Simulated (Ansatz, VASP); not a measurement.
# Cross-check of Al36Mo7S14 (MoS2 on Al(111)) between VASP and Ansatz, part 2 of 3

Wanted: the spread between two codes on one cell, functional and k mesh. The cell is taken from a series of runs on this material, whose earlier steps may have relaxed, scaled, displaced or heated it; both programs get it as it stands.

VASP 6.6.1 and Ansatz 0.2.0.

So far. Step 4 (Side by side): The forces differ by 3.3 meV/Å r.m.s., which is 4.6 % of the r.m.s. force of 0.073 eV/Å (both taken over all components). With vacuum in the cell, a pressure given here is an average over mostly empty space and none of the material.

## (5) VASP: single point, PBE with D3(BJ), pair 2

Level of this step: PBE with D3(BJ), no spin polarisation; plane waves and PAW (Al, Mo_sv, S) (VASP).

A single point gives forces, pressure and levels at one fixed geometry, so differences don't come from the geometry; what else differs is listed under the comparison.

The input, INCAR:

```
SYSTEM = Al36Mo7S14
PREC = Accurate
ENCUT = 400
EDIFF = 1E-06
NELM = 120
ISMEAR = -1
SIGMA = 0.1
LREAL = Auto
ALGO = Normal
GGA = PE
IVDW = 12
NBANDS = 184
LASPH = .TRUE.
LORBIT = 11
LWAVE = .FALSE.
LCHARG = .FALSE.
ISIF = 2
GGA_COMPAT = .FALSE.
KPAR = 4
```

The input, POSCAR:

```
Al36Mo7S14
1.0
    8.4134900000      0.0000000000      0.0000000000
   -4.2067400000      7.2863000000      0.0000000000
    0.0000000000      0.0000000000     28.0774900000
Al Mo S
36 7 14
Direct
    0.1126200000      0.2213800000      0.2669300000
    0.9993200000      0.0011900000      0.3493700000
    0.2214400000      0.1116000000      0.4309500000
    0.1118300000      0.2215400000      0.5132600000
    0.1104600000      0.5550300000      0.2675200000
    0.9985700000      0.3331000000      0.3498800000
    0.2216500000      0.4451800000      0.4310600000
    0.1097700000      0.5516500000      0.5154400000
    0.1117100000      0.8879500000      0.2670700000
    0.9987000000      0.6663000000      0.3503800000
    0.2224800000      0.7775000000      0.4312300000
    0.1084300000      0.8872700000      0.5136700000
    0.4432800000      0.2225400000      0.2677100000
    0.3340800000      0.9997400000      0.3498800000
    0.5535200000      0.1098800000      0.4305500000
    0.4441100000      0.2234800000      0.5114800000
    0.4450100000      0.5564000000      0.2672200000
    0.3321300000      0.3317700000      0.3500700000
    0.5547500000      0.4452000000      0.4304700000
    0.4473800000      0.5580700000      0.5155000000
    0.4444100000      0.8906100000      0.2673000000
    0.3333100000      0.6673400000      0.3501600000
    0.5539000000      0.7766000000      0.4314000000
    0.4407800000      0.8893500000      0.5155500000
    0.7785700000      0.2234200000      0.2672300000
    0.6640500000      0.9995800000      0.3504900000
    0.8870300000      0.1097100000      0.4310200000
    0.7752900000      0.2209200000      0.5114100000
    0.7781000000      0.5557200000      0.2668800000
    0.6672000000      0.3335000000      0.3505900000
    0.8896600000      0.4442400000      0.4304900000
    0.7780900000      0.5547200000      0.5113500000
    0.7774000000      0.8889500000      0.2669000000
    0.6671900000      0.6660500000      0.3506300000
    0.8898800000      0.7782600000      0.4311600000
    0.7777200000      0.8908800000      0.5137000000
    0.0005300000      0.9989000000      0.6545300000
    0.4295500000      0.1427300000      0.6540900000
    0.2845600000      0.4265100000      0.6542500000
    0.1440200000      0.7148400000      0.6542400000
    0.8568100000      0.2841400000      0.6540800000
    0.7153300000      0.5699100000      0.6540500000
    0.5729700000      0.8553600000      0.6542600000
    0.2392400000      0.1896600000      0.7098500000
    0.2355000000      0.1889300000      0.5975900000
    0.6672400000      0.3322900000      0.7095300000
    0.6671500000      0.3319500000      0.5974900000
    0.5241600000      0.6165100000      0.7095200000
    0.5218300000      0.6149500000      0.5979700000
    0.3829900000      0.9049800000      0.7095400000
    0.3845800000      0.9044600000      0.5980000000
    0.0944500000      0.4752100000      0.7095500000
    0.0949200000      0.4771500000      0.5979600000
    0.9524800000      0.7602800000      0.7098400000
    0.9557800000      0.7641500000      0.5975600000
    0.8099100000      0.0469600000      0.7098700000
    0.8104400000      0.0435000000      0.5975700000
```

The input, KPOINTS:

```
Automatic mesh
0
Gamma
3 3 1
0 0 0
```

Potentials, in the order of the species: Al, Mo_sv and S (PBE family, release 64).

Run with:

```sh
> mpirun -np 8 vasp_std
```

Numbers of over 12 decimals in the logs are rounded to 6 here.

Log:

```text
[banner, memory and clock lines left out]
running    8 mpi-ranks, on    1 nodes
[...]
[... a notice as in an earlier step ...]

 LDA part: xc-table for (Slater+PW92), standard interpolation
 POSCAR, INCAR and KPOINTS ok, starting setup
[...]
entering main loop
       N       E                     dE             d eps       ncg     rms          rms(c)
DAV:   1     0.164315980192E+04    0.16432E+04   -0.11434E+05  2064   0.105E+03
DAV:   2    -0.128717626420E+03   -0.17719E+04   -0.17036E+04  2232   0.254E+02
DAV:   3    -0.292747948492E+03   -0.16403E+03   -0.15669E+03  2448   0.687E+01
DAV:   4    -0.300355754160E+03   -0.76078E+01   -0.75278E+01  2512   0.146E+01
[...]
DAV:  36    -0.280496331872E+03   -0.53406E-05   -0.18260E-07  1256   0.543E-04    0.581E-04
DAV:  37    -0.280496335618E+03   -0.37460E-05   -0.17091E-07  1224   0.469E-04    0.499E-04
DAV:  38    -0.280496336534E+03   -0.91556E-06   -0.24833E-08  1120   0.222E-04
   1 F= -.29982377E+03 E0= -.29941454E+03  d E =-.818458E+00
```

OUTCAR, selected parts (step 5):

```text
 Edisp (eV)  -19.32743

  Total      -7.42256    -7.48214     7.95938     0.02686    -0.05023     0.08188
  in kB      -6.90912    -6.96458     7.40881     0.02500    -0.04675     0.07622
  external pressure =       -2.15 kB  Pullay stress =        0.00 kB

 POSITION                                       TOTAL-FORCE (eV/Angst)
 -----------------------------------------------------------------------------------
      0.01624      1.61304      7.49472        -0.077238      0.016184     -0.013398
      8.40276      0.00867      9.80943         0.013292     -0.064538     -0.003289
      1.39361      0.81315     12.09999         0.003180      0.020445      0.046777
      0.00892      1.61421     14.41105        -0.000733     -0.011457     -0.196003
     -1.40551      4.04412      7.51129         0.067895     -0.001585      0.001129
      7.00019      2.42707      9.82375         0.088598      0.052820     -0.008012
     -0.00791      3.24372     12.10308        -0.013029      0.004605      0.012515
     -1.39710      4.01949     14.47226        -0.018725      0.051483     -0.484155
     -2.79550      6.46987      7.49866        -0.059853     -0.005193      0.002572
      5.59960      4.85486      9.83779         0.064749      0.059943     -0.075055
     -1.39891      5.66510     12.10786         0.008241      0.012145      0.010536
     -2.82024      6.46492     14.42256        -0.008349      0.008241     -0.208629
      2.79336      1.62149      7.51662         0.028564      0.013658     -0.040635
     -1.39487      7.28441      9.82375        -0.065693     -0.064919      0.024536
[...]
-----------------------------------------------------------------------------------
    total drift:                                0.003776     -0.002737      0.001455

  FREE ENERGIE OF THE ION-ELECTRON SYSTEM (eV)
  ---------------------------------------------------
  free  energy   TOTEN  =      -299.8237695292 eV

  energy  without entropy=     -299.0053120053  energy(sigma->0) =     -299.41454077

[... 1 part as in an earlier step ...]
```

## (6) Ansatz: single point, PBE with D3(BJ), pair 2

The same cell, functional, mesh and smearing now go to Ansatz, which takes its cutoff from its data sets.

The cell is taken from a series of runs on this material, whose earlier steps may have relaxed, scaled, displaced or heated it; both programs get it as it stands.

The input, input.yaml:

```yaml
crystal:
  lattice:
    - [8.41349, 0.0, 0.0]
    - [-4.20674, 7.2863, 0.0]
    - [0.0, 0.0, 28.07749]
  atoms:
    - { symbol: Al, position: [0.11262, 0.22138, 0.26693] }
    - { symbol: Al, position: [0.99932, 0.00119, 0.34937] }
    - { symbol: Al, position: [0.22144, 0.1116, 0.43095] }
    - { symbol: Al, position: [0.11183, 0.22154, 0.51326] }
    - { symbol: Al, position: [0.11046, 0.55503, 0.26752] }
    - { symbol: Al, position: [0.99857, 0.3331, 0.34988] }
    - { symbol: Al, position: [0.22165, 0.44518, 0.43106] }
    - { symbol: Al, position: [0.10977, 0.55165, 0.51544] }
    - { symbol: Al, position: [0.11171, 0.88795, 0.26707] }
    - { symbol: Al, position: [0.9987, 0.6663, 0.35038] }
    - { symbol: Al, position: [0.22248, 0.7775, 0.43123] }
    - { symbol: Al, position: [0.10843, 0.88727, 0.51367] }
    - { symbol: Al, position: [0.44328, 0.22254, 0.26771] }
    - { symbol: Al, position: [0.33408, 0.99974, 0.34988] }
    - { symbol: Al, position: [0.55352, 0.10988, 0.43055] }
    - { symbol: Al, position: [0.44411, 0.22348, 0.51148] }
    - { symbol: Al, position: [0.44501, 0.5564, 0.26722] }
    - { symbol: Al, position: [0.33213, 0.33177, 0.35007] }
    - { symbol: Al, position: [0.55475, 0.4452, 0.43047] }
    - { symbol: Al, position: [0.44738, 0.55807, 0.5155] }
    - { symbol: Al, position: [0.44441, 0.89061, 0.2673] }
    - { symbol: Al, position: [0.33331, 0.66734, 0.35016] }
    - { symbol: Al, position: [0.5539, 0.7766, 0.4314] }
    - { symbol: Al, position: [0.44078, 0.88935, 0.51555] }
    - { symbol: Al, position: [0.77857, 0.22342, 0.26723] }
    - { symbol: Al, position: [0.66405, 0.99958, 0.35049] }
    - { symbol: Al, position: [0.88703, 0.10971, 0.43102] }
    - { symbol: Al, position: [0.77529, 0.22092, 0.51141] }
    - { symbol: Al, position: [0.7781, 0.55572, 0.26688] }
    - { symbol: Al, position: [0.6672, 0.3335, 0.35059] }
    - { symbol: Al, position: [0.88966, 0.44424, 0.43049] }
    - { symbol: Al, position: [0.77809, 0.55472, 0.51135] }
    - { symbol: Al, position: [0.7774, 0.88895, 0.2669] }
    - { symbol: Al, position: [0.66719, 0.66605, 0.35063] }
    - { symbol: Al, position: [0.88988, 0.77826, 0.43116] }
    - { symbol: Al, position: [0.77772, 0.89088, 0.5137] }
    - { symbol: Mo, position: [0.00053, 0.9989, 0.65453] }
    - { symbol: S, position: [0.23924, 0.18966, 0.70985] }
    - { symbol: S, position: [0.2355, 0.18893, 0.59759] }
    - { symbol: Mo, position: [0.42955, 0.14273, 0.65409] }
    - { symbol: S, position: [0.66724, 0.33229, 0.70953] }
    - { symbol: S, position: [0.66715, 0.33195, 0.59749] }
    - { symbol: Mo, position: [0.28456, 0.42651, 0.65425] }
    - { symbol: S, position: [0.52416, 0.61651, 0.70952] }
    - { symbol: S, position: [0.52183, 0.61495, 0.59797] }
    - { symbol: Mo, position: [0.14402, 0.71484, 0.65424] }
    - { symbol: S, position: [0.38299, 0.90498, 0.70954] }
    - { symbol: S, position: [0.38458, 0.90446, 0.598] }
    - { symbol: Mo, position: [0.85681, 0.28414, 0.65408] }
    - { symbol: S, position: [0.09445, 0.47521, 0.70955] }
    - { symbol: S, position: [0.09492, 0.47715, 0.59796] }
    - { symbol: Mo, position: [0.71533, 0.56991, 0.65405] }
    - { symbol: S, position: [0.95248, 0.76028, 0.70984] }
    - { symbol: S, position: [0.95578, 0.76415, 0.59756] }
    - { symbol: Mo, position: [0.57297, 0.85536, 0.65426] }
    - { symbol: S, position: [0.80991, 0.04696, 0.70987] }
    - { symbol: S, position: [0.81044, 0.0435, 0.59757] }
kpoints:
  mp_grid: { grid: [3, 3, 1] }
hamiltonian:
  xc: pbe
  dispersion: d3bj
scf:
  occupations: { method: fermi_dirac, width: 0.1 }
output:
  forces: true
  eigenvalues: true
```

Run with:

```sh
> ansatz run input.yaml --threads 6 --pin off --max-ram 102400MiB --backend cuda --events-out ev --progress --plain --runs-dir out
```

Log:

```text
[...]
GPU FFT provider: cuFFT
GPU libraries: cuBLAS 13.8.2, cuFFT 12.4.0, cuSOLVER 12.3.4
Crystal: 57 atoms, lattice volume = 1721.240 Å³
Basis set: ecut = 420 eV, 33519 PW (Γ), exchange–correlation on 120×120×384 points (8 copies of the dense FFT grid, shifted against one another)
Bands: 202, of which v1, the nominal top of the filled ones, is band 145 counted from 1 (144 counted from 0)
Symmetry: 1 space group operations
[...]
--- Band table (eV; the first three rows and the last of 5) ---
  k-point 0: bands = [... 141 lower, 2.9164, 3.1001, 3.1242, 3.1271, 3.1475, 3.1614, 3.2359, 3.8902, ... 53 higher]
  k-point 1: bands = [... 141 lower, 2.9718, 3.2216, 3.2871, 3.5104, 3.5685, 3.5932, 3.6312, 3.6643, ... 53 higher]
  k-point 2: bands = [... 141 lower, 2.9706, 3.2203, 3.2892, 3.5108, 3.5659, 3.5911, 3.6336, 3.6659, ... 53 higher]
  k-point 4: bands = [... 141 lower, 2.9661, 3.2195, 3.2892, 3.5072, 3.5661, 3.5948, 3.6322, 3.6659, ... 53 higher]
[key lines of the parts left out:]
SCF converged after 10 iterations
Free energy (F): -66701.874782 eV
Fermi energy:    3.522373 eV
```

## (7) Side by side

Forces on 10 of the 57 atoms, those with the largest forces and the largest differences (eV/Å; atoms numbered as in POSCAR):

```
atom          Ansatz x, y, z            VASP x, y, z
 Al8   -0.018, 0.050, -0.481   -0.019, 0.051, -0.484
Al20  -0.040, -0.040, -0.490  -0.040, -0.041, -0.493
Al24   0.054, -0.011, -0.500   0.056, -0.011, -0.504
Mo37     0.004, 0.002, 0.263     0.005, 0.002, 0.274
Mo38    0.040, -0.013, 0.220    0.041, -0.012, 0.234
Mo41    -0.010, 0.022, 0.223    -0.011, 0.022, 0.238
Mo42   -0.029, -0.026, 0.221   -0.028, -0.027, 0.236
 S49     0.042, 0.058, 0.397     0.042, 0.058, 0.394
 S51   -0.074, -0.007, 0.417   -0.074, -0.007, 0.414
 S53    0.033, -0.038, 0.390    0.032, -0.038, 0.388
```

The forces differ by 3.6 meV/Å r.m.s., which is 3.4 % of the r.m.s. force of 0.108 eV/Å (both taken over all components). With vacuum in the cell, a pressure given here is an average over mostly empty space and none of the material.

## (8) Ansatz: single point, PBE with D3(BJ), pair 3

With cell and atoms fixed, the geometry can't cause a difference; cores, projectors, grids and the points listed under the comparison can.

The cell is taken from a series of runs on this material, whose earlier steps may have relaxed, scaled, displaced or heated it; both programs get it as it stands.

Edit input.yaml of step 6 so:

```diff
@@ -42,23 +42,23 @@
     - { symbol: Al, position: [0.77772, 0.89088, 0.5137] }
-    - { symbol: Mo, position: [0.00053, 0.9989, 0.65453] }
-    - { symbol: S, position: [0.23924, 0.18966, 0.70985] }
-    - { symbol: S, position: [0.2355, 0.18893, 0.59759] }
-    - { symbol: Mo, position: [0.42955, 0.14273, 0.65409] }
-    - { symbol: S, position: [0.66724, 0.33229, 0.70953] }
-    - { symbol: S, position: [0.66715, 0.33195, 0.59749] }
-    - { symbol: Mo, position: [0.28456, 0.42651, 0.65425] }
-    - { symbol: S, position: [0.52416, 0.61651, 0.70952] }
-    - { symbol: S, position: [0.52183, 0.61495, 0.59797] }
-    - { symbol: Mo, position: [0.14402, 0.71484, 0.65424] }
-    - { symbol: S, position: [0.38299, 0.90498, 0.70954] }
-    - { symbol: S, position: [0.38458, 0.90446, 0.598] }
-    - { symbol: Mo, position: [0.85681, 0.28414, 0.65408] }
-    - { symbol: S, position: [0.09445, 0.47521, 0.70955] }
-    - { symbol: S, position: [0.09492, 0.47715, 0.59796] }
-    - { symbol: Mo, position: [0.71533, 0.56991, 0.65405] }
-    - { symbol: S, position: [0.95248, 0.76028, 0.70984] }
-    - { symbol: S, position: [0.95578, 0.76415, 0.59756] }
-    - { symbol: Mo, position: [0.57297, 0.85536, 0.65426] }
-    - { symbol: S, position: [0.80991, 0.04696, 0.70987] }
-    - { symbol: S, position: [0.81044, 0.0435, 0.59757] }
+    - { symbol: Mo, position: [0.00053, 0.9989, 0.68302] }
+    - { symbol: S, position: [0.23924, 0.18966, 0.73834] }
+    - { symbol: S, position: [0.2355, 0.18893, 0.62608] }
+    - { symbol: Mo, position: [0.42955, 0.14273, 0.68258] }
+    - { symbol: S, position: [0.66724, 0.33229, 0.73802] }
+    - { symbol: S, position: [0.66715, 0.33195, 0.62598] }
+    - { symbol: Mo, position: [0.28456, 0.42651, 0.68274] }
+    - { symbol: S, position: [0.52416, 0.61651, 0.73801] }
+    - { symbol: S, position: [0.52183, 0.61495, 0.62646] }
+    - { symbol: Mo, position: [0.14402, 0.71484, 0.68273] }
+    - { symbol: S, position: [0.38299, 0.90498, 0.73803] }
+    - { symbol: S, position: [0.38458, 0.90446, 0.62649] }
+    - { symbol: Mo, position: [0.85681, 0.28414, 0.68257] }
+    - { symbol: S, position: [0.09445, 0.47521, 0.73804] }
+    - { symbol: S, position: [0.09492, 0.47715, 0.62645] }
+    - { symbol: Mo, position: [0.71533, 0.56991, 0.68254] }
+    - { symbol: S, position: [0.95248, 0.76028, 0.73833] }
+    - { symbol: S, position: [0.95578, 0.76415, 0.62605] }
+    - { symbol: Mo, position: [0.57297, 0.85536, 0.68275] }
+    - { symbol: S, position: [0.80991, 0.04696, 0.73836] }
+    - { symbol: S, position: [0.81044, 0.0435, 0.62606] }
 kpoints:
```

Log:

```text
[...]
GPU FFT provider: cuFFT
GPU libraries: cuBLAS 13.8.2, cuFFT 12.4.0, cuSOLVER 12.3.4
Crystal: 57 atoms, lattice volume = 1721.240 Å³
Basis set: ecut = 420 eV, 33519 PW (Γ), exchange–correlation on 120×120×384 points (8 copies of the dense FFT grid, shifted against one another)
Bands: 202, of which v1, the nominal top of the filled ones, is band 145 counted from 1 (144 counted from 0)
Symmetry: 1 space group operations
[...]
--- Band table (eV; the first three rows and the last of 5) ---
  k-point 0: bands = [... 141 lower, 2.7794, 3.0782, 3.0825, 3.0915, 3.1053, 3.1118, 3.1170, 3.3310, ... 53 higher]
  k-point 1: bands = [... 141 lower, 2.8425, 3.2164, 3.2206, 3.4411, 3.5565, 3.5653, 3.5838, 3.6791, ... 53 higher]
  k-point 2: bands = [... 141 lower, 2.8380, 3.2149, 3.2234, 3.4409, 3.5528, 3.5682, 3.5862, 3.6821, ... 53 higher]
  k-point 4: bands = [... 141 lower, 2.8421, 3.2117, 3.2250, 3.4412, 3.5487, 3.5689, 3.5869, 3.6803, ... 53 higher]
[key lines of the parts left out:]
SCF converged after 11 iterations
Free energy (F): -66701.401475 eV
Fermi energy:    3.495672 eV
```

[end of part 2 of 3]

[Lines on the potential files, build, host, timing and source positions are cut from VASP's logs without a mark.]

[Logs are printed without paths, hosts, clocks, repeated set-up lines and the standing remarks that a program may print on its own settings, such as how far it seeks lower states.]

[Hosts, paths, dates, database ids (printed as entryN), source tags and the programs' standing remarks are cut or masked in the printed files.]
